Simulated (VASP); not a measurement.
Level of theory: PBE GGA, VASP's PBE PAW potentials (set 64) (plane waves; VASP).

VASP input:

**POSCAR**
```
PbSe
1.0
  0.0000000000   3.0177910696   3.0177910696
  3.0177910696   0.0000000000   3.0177910696
  3.0177910696   3.0177910696   0.0000000000
Pb Se
1 1
Direct
  0.0000000000   0.0000000000   0.0000000000
  0.5000000000   0.5000000000   0.5000000000
```

**INCAR**
```
! general
SYSTEM   =  PbSe
PREC     =  Accurate
ENCUT    =  500
LREAL    =  .False.
LASPH    =  .True.

! electronic loop
EDIFF    =  1E-6
NELM     =  100
ALGO     =  Normal
LMAXMIX  =  4

! smearing
ISMEAR   =  0
SIGMA    =  0.05

! functional
GGA      =  PE

! ions
IBRION   =  2
NSW      =  40
ISIF     =  3
EDIFFG   =  -0.02
PSTRESS  =  50

! output
LWAVE    =  .False.
LCHARG   =  .False.
```

File KPOINTS:
```
Automatic mesh
0
gamma
 8 8 8
```

POTCAR, in this order: Pb_d Se (PBE.64 set). Program: vasp_std.

The run wrote:

OUTCAR:
```
 ion  position               nearest neighbor table
   1  0.000  0.000  0.000-   2 3.02   2 3.02   2 3.02   2 3.02   2 3.02   2 3.02
   2  0.500  0.500  0.500-   1 3.02   1 3.02   1 3.02   1 3.02   1 3.02   1 3.02
  LATTYP: Found a face centered cubic cell.
 ALAT       =     6.0355821392
 Subroutine PRICEL returns:
 Original cell was already a primitive cell.
 Subroutine GETGRP returns: Found 48 space group operations
The static configuration has the point symmetry O_h .
The dynamic configuration has the point symmetry O_h .
 Subroutine INISYM returns: Found 48 space group operations
 Subroutine IBZKPT returns following result:
 Found     29 irreducible k-points:

 Following reciprocal coordinates:
            Coordinates               Weight
  0.000000  0.000000  0.000000      1.000000
  0.125000  0.000000  0.000000      8.000000
  0.250000  0.000000  0.000000      8.000000
  0.375000  0.000000  0.000000      8.000000
  0.500000  0.000000  0.000000      4.000000
  0.125000  0.125000  0.000000      6.000000
  0.250000  0.125000  0.000000     24.000000
  0.375000  0.125000  0.000000     24.000000
  0.500000  0.125000  0.000000     24.000000
 -0.375000  0.125000  0.000000     24.000000
 -0.250000  0.125000  0.000000     24.000000
 -0.125000  0.125000  0.000000     12.000000
  0.250000  0.250000  0.000000      6.000000
  0.375000  0.250000  0.000000     24.000000
  0.500000  0.250000  0.000000     24.000000
 -0.375000  0.250000  0.000000     24.000000
 -0.250000  0.250000  0.000000     12.000000
  0.375000  0.375000  0.000000      6.000000
  0.500000  0.375000  0.000000     24.000000
 -0.375000  0.375000  0.000000     12.000000
  0.500000  0.500000  0.000000      3.000000
  0.375000  0.250000  0.125000     24.000000
  0.500000  0.250000  0.125000     48.000000
 -0.375000  0.250000  0.125000     24.000000
...
```

### OSZICAR
```
       N       E                     dE             d eps       ncg     rms          rms(c)
DAV:   1     0.155149384231E+03    0.15515E+03   -0.94882E+03   812   0.143E+03
DAV:   2     0.373672474236E+01   -0.15141E+03   -0.14780E+03   866   0.348E+02
DAV:   3    -0.810607840793E+01   -0.11843E+02   -0.11740E+02  1076   0.101E+02
DAV:   4    -0.837564434260E+01   -0.26957E+00   -0.26943E+00   884   0.181E+01
DAV:   5    -0.838508590215E+01   -0.94416E-02   -0.94414E-02  1106   0.338E+00    0.287E+00
DAV:   6    -0.812556618410E+01    0.25952E+00   -0.66409E-01  1216   0.689E+00    0.168E+00
DAV:   7    -0.812018671651E+01    0.53795E-02   -0.12342E-01   944   0.204E+00    0.879E-01
DAV:   8    -0.812328554827E+01   -0.30988E-02   -0.12843E-02   944   0.153E+00    0.131E-01
DAV:   9    -0.812294388846E+01    0.34166E-03   -0.24554E-03  1236   0.618E-01    0.478E-02
DAV:  10    -0.812299861210E+01   -0.54724E-04   -0.19553E-04   896   0.103E-01    0.195E-02
DAV:  11    -0.812300417335E+01   -0.55613E-05   -0.79926E-05  1036   0.107E-01    0.786E-03
DAV:  12    -0.812300419969E+01   -0.26341E-07   -0.47875E-06  1016   0.169E-02
   1 F= -.64076377E+01 E0= -.64076076E+01  d E =-.640764E+01
```

OUTCAR:
```
------------------------ aborting loop because EDIFF is reached ----------------------------------------
  FORCE on cell =-STRESS in cart. coord.  units (eV):
  Direction    XX          YY          ZZ          XY          YZ          ZX
  --------------------------------------------------------------------------------------
  Total        1.7330964      1.7330964      1.7330964     -0.0000000     -0.0000000     -0.0000000
  in kB       50.5167962     50.5167962     50.5167962     -0.0000000     -0.0000000     -0.0000000
  external PRESSURE =       0.5167962 kB  Pullay stress =      50.0000000 kB
  volume of cell :       54.97
      direct lattice vectors                 reciprocal lattice vectors
     0.000000000  3.017791070  3.017791070    -0.165684101  0.165684101  0.165684101
     3.017791070  0.000000000  3.017791070     0.165684101 -0.165684101  0.165684101
     3.017791070  3.017791070  0.000000000     0.165684101  0.165684101 -0.165684101
  FREE ENERGIE OF THE ION-ELECTRON SYSTEM (eV)
  ---------------------------------------------------
  free  energy   TOTEN  =        -8.1230041997 eV

  energy  without entropy=       -8.1229439440  energy(sigma->0) =       -8.12297407
  enthalpy is  TOTEN    =        -6.4076376984 eV   P V=        1.7153665013

 reached required accuracy - stopping structural energy minimisation
```
(Selected blocks of OUTCAR.)

The compound is PbSe in the rock salt structure. It was relaxed first under an external pressure of 5 GPa.
